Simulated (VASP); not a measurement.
Data:

```xyz
3
Lattice="1.9395 -3.3593 0.0000 1.9395 3.3593 0.0000 0.0000 0.0000 6.8785" Properties=species:S:1:pos:R:3 pbc="T T T"
Sn     0.0000     0.0000     0.0000
Se     1.9395     1.1198     1.5940
Se     1.9395    -1.1198     5.2845
```

Calculation: PBE GGA, VASP's PBE PAW potentials (set 64) (plane waves; VASP). Settings: 520 eV cut-off, 7×7×4 Γ-centred mesh, tetrahedra with Blöchl corrections, potentials Sn_d Se.

Without a dispersion term in the relaxation, distances and binding between the weakly bound layers, chains or molecules are unreliable, and so is what depends on them.

Question: The job: SnSe$_{2}$ (1T layered), 3 atoms, PBE, static run, 520 eV, 7×7×4 Γ-centred mesh. Roughly how much core time does it take on a busy server core?

Answer: About 60 core-seconds (one run on a shared machine, a rough figure). It had 28 irreducible k-points, 17 bands, up to 2426 plane waves and 15 electronic steps.

The compound is SnSe2 in the 1T layered structure. It was relaxed first, which changed the volume by +16 %.
